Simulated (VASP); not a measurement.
An input for Quantum ESPRESSO's pw.x (written as the equivalent of a VASP run, and not itself run):

```
&CONTROL
  calculation = 'vc-relax'
  pseudo_dir = './pseudo'
  outdir = './out'
  tprnfor = .true.
  tstress = .true.
  nstep = 40
  forc_conv_thr = 0.00078
/
&SYSTEM
  ibrav = 0
  nat = 1
  ntyp = 1
  ecutwfc = 70
  occupations = 'smearing'
  smearing = 'methfessel-paxton'
  degauss = 0.00735
  input_dft = 'pz'
/
&ELECTRONS
  conv_thr = 7.3e-08
  electron_maxstep = 100
/
&IONS
/
&CELL
/
ATOMIC_SPECIES
  W 183.840 W.upf
CELL_PARAMETERS angstrom
    -1.5711479    1.5711479    1.5711479
     1.5711479   -1.5711479    1.5711479
     1.5711479    1.5711479   -1.5711479
ATOMIC_POSITIONS crystal
  W    1.0000000  1.0000000  1.0000000
K_POINTS automatic
  16 16 16 0 0 0
```

Q: Translate this input to VASP (INCAR, KPOINTS, POSCAR, choice of POTCAR).

A: This is not unique; one that fits is 
**POSCAR**
```
W
1.0
 -1.5711479149   1.5711479149   1.5711479149
  1.5711479149  -1.5711479149   1.5711479149
  1.5711479149   1.5711479149  -1.5711479149
W
1
Cart
  1.5711479149   1.5711479149   1.5711479149
```

### KPOINTS
```
kpoints
0
gamma
16 16 16
```

INCAR:
```
! general
SYSTEM   =  W
PREC     =  Accurate
ENCUT    =  500
LREAL    =  F
LASPH    =  T

! electronic loop
EDIFF    =  1E-6
NELM     =  100
ALGO     =  Normal
LMAXMIX  =  6

! smearing
ISMEAR   =  1
SIGMA    =  0.1

! ions
IBRION   =  2
NSW      =  40
ISIF     =  3
EDIFFG   =  -0.02

! output
LWAVE    =  F
LCHARG   =  F
```

POTCAR, in this order: W_sv (LDA.64 set). Program: vasp_std.

Limits of the translation: the potentials are each code's own (VASP's PAW set, PseudoDojo norm-conserving files in pw.x), so ENCUT and ecutwfc are chosen apart and not converted; conv_thr bounds pw.x's estimated SCF error, while EDIFF bounds the energy change between steps; forc_conv_thr acts on force components and is met together with etot_conv_thr.

The compound is W in the bcc structure. This run relaxes it. Symmetry was kept, so distortions that lower it aren't found.
